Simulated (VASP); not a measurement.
# RPA total energies of CaO (Lime), part 2 of 6

Aim: total energies of CaO (Lime) from exact exchange and RPA correlation, beside cheaper functionals. The scan starts from a database cell scaled to its smallest volume. The cell is of the rock-salt type. The start is a cell from a database of measured crystal structures.

VASP 6.6.1, plane waves and PAW; the level of theory is named at each step.

So far. Step 3 (Exact exchange, volume ratio 0.94): The Hartree-Fock energy on these orbitals is -16.0463 eV an atom. Step 4 (Empty bands, volume ratio 0.94): WAVECAR now holds 816 bands for 16 electrons.

## (5) RPA correlation, volume ratio 0.94

This step: RPA correlation on PBE orbitals; plane waves and PAW (Ca_sv_GW, O_GW) (VASP 6.6.1).

The RPA correlation energy follows from the response function on imaginary frequencies; VASP computes it for a row of response cutoffs and extrapolates.

INCAR

```
SYSTEM = CaO
PREC = Accurate
ENCUT = 560
ISMEAR = 0
SIGMA = 0.05
LREAL = .FALSE.
GGA = PE
NBANDS = 816
ALGO = ACFDT
ENCUTGW = 200
NOMEGA = 12
PRECFOCK = Fast
LWAVE = .FALSE.
LCHARG = .FALSE.
```

POSCAR

```
CaO
1.0
    0.0000000000      2.3573739706      2.3573739706
    2.3573739706      0.0000000000      2.3573739706
    2.3573739706      2.3573739706      0.0000000000
Ca O
1 1
Direct
    0.0000000000      0.0000000000      0.0000000000
    0.5000000000      0.5000000000      0.5000000000
```

KPOINTS

```
Automatic mesh
0
Gamma
4 4 4
0 0 0
```

Potentials, in the order of the species: Ca_sv_GW and O_GW (PBE family, release 64).

On the command line:

```sh
$ mpirun -np 8 vasp_std
```

The program printed:

```text
[banner, memory and clock lines left out]
running    8 mpi-ranks, on    1 nodes
 distrk:  each k-point on    8 cores,    1 groups
 distr:  one band on    1 cores,    8 groups

 POSCAR found type information on POSCAR CaO
 POSCAR found :  2 types and       2 ions
 [... a notice as in an earlier step ...]

 LDA part: xc-table for (Slater+PW92), standard interpolation
 found WAVECAR, reading the header
 POSCAR, INCAR and KPOINTS ok, starting setup
 FFT: planning ... GRIDC
 FFT: planning ... GRID_SOFT
 FFT: planning ... GRID
 reading WAVECAR
 the WAVECAR file was read successfully
 initial charge from wavefunction
 available memory per node:     65.13 GB, setting MAXMEM to     66689

 The Fermi energy was updated, please check that it is located mid-gap
 values below the HOMO (VB) or above the LUMO (CB) will cause erroneous energies
 E-fermi :   6.9133

 the WAVEDER file was read successfully
 set NWRITE>2 for more details about minimax calculation
 number of imaginary grid points requested:      12
 number of distinct grids requested:  1
 quadrature errors minimized for energies in [ 0.363E+01, 0.586E+03 ]
 bosonic grid (T=0, re) determined with error: 0.8033E-08
 bosonic grid (re): 0.8033E-08
       0.8167       2.6344       5.0613       8.7075      14.5566
      24.2926      40.9054      69.8768     121.6942     218.2390
     416.3722     976.4410
energies w=
    0.000    0.817    0.000    2.634    0.000    5.061    0.000    8.707
    0.000   14.557    0.000   24.293    0.000   40.905    0.000   69.877
    0.000  121.694    0.000  218.239    0.000  416.372    0.000  976.441
 responsefunction array rank=     176
 LDA part: xc-table for (Slater+PW92), standard interpolation

 min. memory requirement per mpi rank    146.4 MB, per node   1171.1 MB

 allocating   2 responsefunctions rank=   176
 shmem allocating  12 responsefunctions rank=   176
 response function shared by NCSHMEM nodes    1
 Doing            2  frequencies on each core in blocks of           12
NQ=   1    0.0000    0.0000    0.0000,
|.........|.........|.........|.........
 performed       4937000 updates of chi_q(r,r)
 total number of BLAS operations       1128.15 Gflops
NQ=   2    0.2500    0.0000    0.0000,
|.........|.........|.........|.........
 performed       9874000 updates of chi_q(r,r)
 total number of BLAS operations       2164.79 Gflops
NQ=   3    0.5000    0.0000    0.0000,
|.........|.........|.........|.........
 performed      14811000 updates of chi_q(r,r)
 total number of BLAS operations       3279.63 Gflops
NQ=   4    0.2500    0.2500    0.0000,
|.........|.........|.........|.........
 performed      19748000 updates of chi_q(r,r)
 total number of BLAS operations       4355.01 Gflops
NQ=   5    0.5000    0.2500    0.0000,
|.........|.........|.........|.........
 performed      24685000 updates of chi_q(r,r)
 total number of BLAS operations       5510.02 Gflops
NQ=   6   -0.2500    0.2500    0.0000,
|.........|.........|.........|.........
 performed      29622000 updates of chi_q(r,r)
 total number of BLAS operations       6651.56 Gflops
NQ=   7    0.5000    0.5000    0.0000,
|.........|.........|.........|.........
 performed      34559000 updates of chi_q(r,r)
 total number of BLAS operations       7847.46 Gflops
NQ=   8   -0.2500    0.5000    0.2500,
|.........|.........|.........|.........
 performed      39496000 updates of chi_q(r,r)
 total number of BLAS operations       9071.01 Gflops
 entering main loop
```

It took 74 s on 8 MPI ranks of Intel Xeon Platinum 8488C (Sapphire Rapids), shared host; peak memory 1.9 GiB; 9.3 min of CPU time.

Parts of OUTCAR (step 5):

```text
   k-points           NKPTS =      8   k-points in BZ     NKDIM =     64   number of bands    NBANDS=    816

   NELECT =      16.0000    total number of electrons

 E-fermi :   6.9133

 Hartree contr. to MP2          -11.570895      0.000000

 Hartree contr. to MP2           -5.863164      0.000000

 Hartree contr. to MP2           -1.421301      0.000000

 Hartree contr. to MP2           -2.860202      0.000000

      cutoff energy     smooth cutoff   RPA   correlation   Hartree contr. to MP2

      cutoff energy     smooth cutoff   RPA   correlation   Hartree contr. to MP2
---------------------------------------------------------------------------------
            200.000           160.000      -20.0947306086      -31.2156369633
            190.476           152.381      -19.7888013997      -30.8236635297
            181.406           145.125      -19.4716936925      -30.4104323992
            172.768           138.214      -19.1421646233      -29.9737624703
            164.541           131.632      -18.8009018423      -29.5140172911
            156.705           125.364      -18.4535568988      -29.0380868626
            149.243           119.394      -18.0932260964      -28.5362173147
            142.136           113.709      -17.7205848103      -28.0088483756
  linear regression

  converged value                          -23.5932669460      -35.9712971925

[... 7 parts as in an earlier step ...]

[... 2 further parts left out ...]
```

Read from the output:

```
RPA correlation energy : -23.59 eV
```

The correlation energy is -11.797 eV an atom. With exact exchange the total is -27.8429 eV an atom.

## (6) Comparison: r2SCAN, volume ratio 0.94

This step: r2SCAN; plane waves and PAW (Ca_sv_GW, O_GW) (VASP 6.6.1).

For comparison the same cell is computed with r2SCAN.

INCAR

```
SYSTEM = CaO
PREC = Accurate
ENCUT = 560
EDIFF = 1E-06
NELM = 100
ISMEAR = 0
SIGMA = 0.05
LREAL = .FALSE.
ALGO = Normal
METAGGA = R2SCAN
LASPH = .TRUE.
NBANDS = 14
LWAVE = .FALSE.
LCHARG = .FALSE.
KPAR = 8
```

POSCAR is that of step 5.

KPOINTS is that of step 5.

On the command line:

```sh
$ mpirun -np 8 vasp_std
```

The program printed:

```text
[banner, memory and clock lines left out]
running    8 mpi-ranks, on    1 nodes
 distrk:  each k-point on    1 cores,    8 groups
 distr:  one band on    1 cores,    1 groups

 POSCAR found type information on POSCAR CaO
 POSCAR found :  2 types and       2 ions
 [... a notice as in an earlier step ...]

|                                                                             |
|               ----> ADVICE to this user running VASP <----                  |
|                                                                             |
|     You enforced a specific xc type in the INCAR file but a different       |
|     [... a line on the potential file left out ...]
|     I HOPE YOU KNOW WHAT YOU ARE DOING!                                     |
|                                                                             |

 LDA part: xc-table for (None), standard interpolation
 POSCAR, INCAR and KPOINTS ok, starting setup
 FFT: planning ... GRIDC
 FFT: planning ... GRID_SOFT
 FFT: planning ... GRID
 WAVECAR not read
 entering main loop
       N       E                     dE             d eps       ncg     rms          rms(c)
DAV:   1     0.208265E+03    0.20827E+03   -0.79616E+03   224   0.128E+03
DAV:   2    -0.193197E+02   -0.22758E+03   -0.20249E+03   316   0.521E+02
DAV:   3    -0.349276E+02   -0.15608E+02   -0.15196E+02   376   0.148E+02
DAV:   4    -0.351675E+02   -0.23989E+00   -0.23968E+00   296   0.182E+01
DAV:   5    -0.351695E+02   -0.19417E-02   -0.19396E-02   332   0.165E+00    0.135E+01
DAV:   6    -0.242801E+02    0.10889E+02   -0.64812E+00   360   0.425E+01    0.129E+01
DAV:   7    -0.244088E+02   -0.12870E+00   -0.78644E-01   344   0.888E+00    0.827E+00
DAV:   8    -0.244841E+02   -0.75322E-01   -0.39234E-01   322   0.113E+01    0.163E+00
DAV:   9    -0.244361E+02    0.48002E-01   -0.90468E-02   372   0.498E+00    0.312E-01
DAV:  10    -0.244384E+02   -0.22515E-02   -0.47076E-03   320   0.104E+00    0.552E-01
DAV:  11    -0.244370E+02    0.14034E-02   -0.77683E-03   372   0.118E+00    0.221E-01
DAV:  12    -0.244370E+02   -0.17993E-04   -0.38801E-04   270   0.248E-01    0.962E-02
DAV:  13    -0.244370E+02    0.91749E-05   -0.14358E-04   362   0.224E-01    0.464E-02
DAV:  14    -0.244370E+02    0.94832E-06   -0.88145E-06   280   0.310E-02
   1 F= -.24436973E+02 E0= -.24436973E+02  d E =-.279315E-24
```

Run time: 11 s. Hardware: 8 MPI ranks; peak memory 1.2 GiB.

From OUTCAR (step 6):

```text
   NELECT =      16.0000    total number of electrons

 E-fermi :   5.0960

 k-point     1 :       0.0000    0.0000    0.0000
  band No.  band energies     occupation
    ...
      4     -13.9257      2.00000
      5     -11.8389      2.00000
      6       4.7427      2.00000
      7       4.7427      2.00000
      8       4.7427      2.00000
      9      10.6889      0.00000
     10      11.7420      0.00000
     11      11.7420      0.00000
     12      11.7420      0.00000
     13      13.4666      0.00000
    ...

  Total        1.0075889      1.0075889      1.0075889      0.0000000      0.0000000      0.0000000
  in kB       61.6138748     61.6138748     61.6138748      0.0000000      0.0000000      0.0000000
  external PRESSURE =      61.6138748 kB  Pullay stress =       0.0000000 kB

  FREE ENERGIE OF THE ION-ELECTRON SYSTEM (eV)
  ---------------------------------------------------
  free  energy   TOTEN  =       -24.4369733382 eV

  energy  without entropy=      -24.4369733382  energy(sigma->0) =      -24.43697334

[... 9 parts as in an earlier step ...]

[... 8 further parts left out ...]
```

The PAW data sets were made with PBE, which is usual practice but a small mismatch for other functionals.

Numbers from this step:

```
free energy (TOTEN)            : -24.44 eV
Fermi energy                   : 5.096 eV
pressure                       : 6.161 GPa
gap on the k-mesh              : 4.186 eV
least direct gap on the k-mesh : 4.552 eV
```

Its energy is -12.2185 eV an atom, on a zero of its own.

## (7) Orbitals for comparison: HSE06, volume ratio 0.94

This step: PBE; plane waves and PAW (Ca_sv_GW, O_GW) (VASP 6.6.1).

A hybrid converges faster from good orbitals, so a cheap PBE run writes WAVECAR first.

INCAR

```
SYSTEM = CaO
PREC = Accurate
ENCUT = 560
EDIFF = 1E-05
NELM = 100
ISMEAR = 0
SIGMA = 0.05
LREAL = .FALSE.
ALGO = Normal
GGA = PE
NBANDS = 14
LORBIT = 11
LWAVE = .TRUE.
LCHARG = .FALSE.
KPAR = 8
```

POSCAR is that of step 6.

KPOINTS is that of step 6.

On the command line:

```sh
$ mpirun -np 8 vasp_std
```

The program printed:

```text
[banner, memory and clock lines left out]
running    8 mpi-ranks, on    1 nodes
 distrk:  each k-point on    1 cores,    8 groups
 distr:  one band on    1 cores,    1 groups

 POSCAR found type information on POSCAR CaO
 POSCAR found :  2 types and       2 ions
 [... a notice as in an earlier step ...]

 LDA part: xc-table for (Slater+PW92), standard interpolation
 POSCAR, INCAR and KPOINTS ok, starting setup
 FFT: planning ... GRIDC
 FFT: planning ... GRID_SOFT
 FFT: planning ... GRID
 WAVECAR not read
 entering main loop
       N       E                     dE             d eps       ncg     rms          rms(c)
[... 11 cycles as in an earlier step ...]
DAV:  12    -0.177325E+02   -0.17357E-04   -0.62660E-05   314   0.116E-01    0.490E-02
DAV:  13    -0.177324E+02    0.72006E-05   -0.19669E-05   208   0.701E-02
   1 F= -.17732447E+02 E0= -.17732447E+02  d E =-.762800E-23
 writing wavefunctions
```

Wall time 6.2 s (8 MPI ranks); peak memory 1.2 GiB; 15 s of CPU time.

From OUTCAR (step 7):

```text
   NELECT =      16.0000    total number of electrons

 E-fermi :   5.4402

 k-point     1 :       0.0000    0.0000    0.0000
  band No.  band energies     occupation
    ...
      4     -13.0298      2.00000
      5     -10.5345      2.00000
      6       5.0989      2.00000
      7       5.0989      2.00000
      8       5.0989      2.00000
      9      10.3191      0.00000
     10      11.4716      0.00000
     11      11.4716      0.00000
     12      11.4716      0.00000
     13      13.0752      0.00000
    ...

  Total        1.4079890      1.4079890      1.4079890     -0.0000000      0.0000000     -0.0000000
  in kB       86.0982666     86.0982666     86.0982666     -0.0000000      0.0000000     -0.0000000
  external PRESSURE =      86.0982666 kB  Pullay stress =       0.0000000 kB

  FREE ENERGIE OF THE ION-ELECTRON SYSTEM (eV)
  ---------------------------------------------------
  free  energy   TOTEN  =       -17.7324474738 eV

  energy  without entropy=      -17.7324474738  energy(sigma->0) =      -17.73244747

[... 10 parts as in an earlier step ...]

[... 8 further parts left out ...]
```

This step gave:

```
free energy (TOTEN)            : -17.73 eV
Fermi energy                   : 5.440 eV
pressure                       : 8.610 GPa
gap on the k-mesh              : 3.629 eV
least direct gap on the k-mesh : 3.992 eV
```

The run ends at a pressure of 8.61 GPa.

## (8) Comparison: HSE06, volume ratio 0.94

This step: HSE06; plane waves and PAW (Ca_sv_GW, O_GW) (VASP 6.6.1).

For comparison the same cell is computed with HSE06.

INCAR

```
SYSTEM = CaO
PREC = Accurate
ENCUT = 560
EDIFF = 1E-06
NELM = 100
ISMEAR = 0
SIGMA = 0.05
LREAL = .FALSE.
ALGO = Normal
LHFCALC = .TRUE.
AEXX = 0.25
GGA = PE
HFSCREEN = 0.2
LASPH = .TRUE.
NBANDS = 14
PRECFOCK = Fast
LWAVE = .FALSE.
LCHARG = .FALSE.
KPAR = 8
```

POSCAR is that of step 7.

KPOINTS is that of step 7.

The WAVECAR or CHGCAR of an earlier step is read.

On the command line:

```sh
$ mpirun -np 8 vasp_std
```

The program printed:

```text
[banner, memory and clock lines left out]
running    8 mpi-ranks, on    1 nodes
 distrk:  each k-point on    1 cores,    8 groups
 distr:  one band on    1 cores,    1 groups

 POSCAR found type information on POSCAR CaO
 POSCAR found :  2 types and       2 ions
 [... a notice as in an earlier step ...]

 LDA part: xc-table for (Slater+PW92), standard interpolation
 found WAVECAR, reading the header
 POSCAR, INCAR and KPOINTS ok, starting setup
 FFT: planning ... GRIDC
 FFT: planning ... GRID_SOFT
 FFT: planning ... GRID
 reading WAVECAR
 the WAVECAR file was read successfully
 initial charge from wavefunction
 entering main loop
       N       E                     dE             d eps       ncg     rms          rms(c)
DAV:   1    -0.208182E+02   -0.20818E+02   -0.27077E-01   320   0.123E+01    0.107E+00
DAV:   2    -0.208129E+02    0.53178E-02   -0.30281E-02   360   0.255E+00    0.556E-01
DAV:   3    -0.208123E+02    0.61564E-03   -0.42780E-03   352   0.793E-01    0.375E-01
DAV:   4    -0.208117E+02    0.54741E-03   -0.68119E-04   278   0.450E-01    0.220E-01
DAV:   5    -0.208116E+02    0.12697E-03   -0.30579E-04   356   0.251E-01    0.128E-01
DAV:   6    -0.208115E+02    0.39593E-04   -0.19061E-05   340   0.783E-02    0.704E-02
DAV:   7    -0.208115E+02    0.11961E-04   -0.73415E-06   372   0.377E-02    0.385E-02
DAV:   8    -0.208115E+02    0.26383E-05   -0.24092E-06   254   0.279E-02    0.222E-02
DAV:   9    -0.208115E+02    0.61957E-06   -0.78153E-07   130   0.174E-02
   1 F= -.20811525E+02 E0= -.20811525E+02  d E =-.117470E-17
```

Wall time 16 s (8 MPI ranks); peak memory 1.8 GiB.

From OUTCAR (step 8):

```text
   k-points           NKPTS =      8   k-points in BZ     NKDIM =     64   number of bands    NBANDS=     14

   NELECT =      16.0000    total number of electrons

  exchange ACFDT corr.  =         0.00000000  see jH, gK, PRB 81, 115126

 E-fermi :   4.2869

 k-point     1 :       0.0000    0.0000    0.0000
  band No.  band energies     occupation
    ...
      4     -15.1981      2.00000
      5     -13.1468      2.00000
      6       3.9925      2.00000
      7       3.9925      2.00000
      8       3.9926      2.00000
      9      10.8007      0.00000
     10      12.3808      0.00000
     11      12.3808      0.00000
     12      12.3808      0.00000
     13      14.1021      0.00000
    ...

 POSITION                                       TOTAL-FORCE (eV/Angst)
 -----------------------------------------------------------------------------------
      0.00000      0.00000      0.00000         0.000000      0.000000      0.000000
      2.35737      2.35737      2.35737        -0.000000     -0.000000     -0.000000
 -----------------------------------------------------------------------------------
    total drift:                                0.000000     -0.000001      0.000000

  FREE ENERGIE OF THE ION-ELECTRON SYSTEM (eV)
  ---------------------------------------------------
  free  energy   TOTEN  =       -20.8115247448 eV

  energy  without entropy=      -20.8115247448  energy(sigma->0) =      -20.81152474

[... 7 parts as in an earlier step ...]

[... 8 further parts left out ...]
```

The k-mesh is coarse for exact exchange; levels may shift by about 0.1 eV on a finer one.

This step gave:

- free energy (TOTEN): -20.81 eV
- Fermi energy: 4.287 eV
- gap on the k-mesh: 5.342 eV
- least direct gap on the k-mesh: 5.753 eV

Its energy is -10.4058 eV an atom, on a zero of its own.

## (9) Orbitals, volume ratio 0.97

This step: PBE; plane waves and PAW (Ca_sv_GW, O_GW) (VASP 6.6.1).

The same chain follows at a volume ratio of 0.97.

INCAR

```
SYSTEM = CaO
PREC = Accurate
ENCUT = 560
EDIFF = 1E-08
NELM = 100
ISMEAR = 0
SIGMA = 0.05
LREAL = .FALSE.
ALGO = Normal
GGA = PE
NBANDS = 14
LORBIT = 11
LWAVE = .TRUE.
LCHARG = .FALSE.
KPAR = 8
```

POSCAR

```
CaO
1.0
    0.0000000000      2.3821902571      2.3821902571
    2.3821902571      0.0000000000      2.3821902571
    2.3821902571      2.3821902571      0.0000000000
Ca O
1 1
Direct
    0.0000000000      0.0000000000      0.0000000000
    0.5000000000      0.5000000000      0.5000000000
```

KPOINTS is that of step 8.

On the command line:

```sh
$ mpirun -np 8 vasp_std
```

The program printed:

```text
[... set-up lines as in an earlier step ...]
 entering main loop
       N       E                     dE             d eps       ncg     rms          rms(c)
DAV:   1     0.217484E+03    0.21748E+03   -0.79929E+03   224   0.129E+03
DAV:   2     0.685863E+01   -0.21063E+03   -0.18317E+03   248   0.483E+02
DAV:   3    -0.208985E+02   -0.27757E+02   -0.22088E+02   386   0.165E+02
DAV:   4    -0.218234E+02   -0.92484E+00   -0.91341E+00   324   0.283E+01
[...]
DAV:  16    -0.177667E+02   -0.13649E-07   -0.11939E-08   212   0.233E-03    0.139E-03
DAV:  17    -0.177667E+02    0.18618E-07   -0.65535E-09   118   0.117E-03    0.449E-04
DAV:  18    -0.177667E+02    0.25018E-08   -0.19404E-09   130   0.714E-04
   1 F= -.17766726E+02 E0= -.17766726E+02  d E =-.527780E-26
 writing wavefunctions
```

Run time: 7.4 s. Hardware: 8 MPI ranks; peak memory 1.3 GiB; 24 s of CPU time.

Parts of OUTCAR (step 9):

```text
  Total        0.7392165      0.7392165      0.7392165      0.0000000      0.0000000      0.0000000
  in kB       43.8049205     43.8049205     43.8049205      0.0000000      0.0000000      0.0000000
  external PRESSURE =      43.8049205 kB  Pullay stress =       0.0000000 kB

 POSITION                                       TOTAL-FORCE (eV/Angst)
 -----------------------------------------------------------------------------------
      0.00000      0.00000      0.00000        -0.000000      0.000000      0.000000
      2.38219      2.38219      2.38219         0.000000     -0.000000     -0.000000
 -----------------------------------------------------------------------------------
    total drift:                                0.000000      0.000000      0.000000

  FREE ENERGIE OF THE ION-ELECTRON SYSTEM (eV)
  ---------------------------------------------------
  free  energy   TOTEN  =       -17.7667261245 eV

  energy  without entropy=      -17.7667261245  energy(sigma->0) =      -17.76672612

[... 1 part as in an earlier step ...]

[... 2 further parts left out ...]
[key lines of the parts left out:]
E-fermi :   5.2031
```

The run ends at a pressure of 4.38 GPa.

(Continued in part 3 of 6.)

[Long decimals in the printed logs are rounded to 6 places.]

[Lines on the potential files, build, host, timing and source positions are cut from VASP's logs without a mark.]

[Logs are printed without paths, hosts, clocks, repeated set-up lines and the standing remarks that a program may print on its own settings, such as how far it seeks lower states.]

[Hosts, paths, dates, database ids (printed as entryN), source tags and the programs' standing remarks are cut or masked in the printed files.]

[Measured values are set beside computed ones only where the two were judged alike; some that the calculation misses by far are left out.]

[Pressures printed for these runs are not shown converged in the cutoff: they can be off by several GPa and have the wrong sign.]
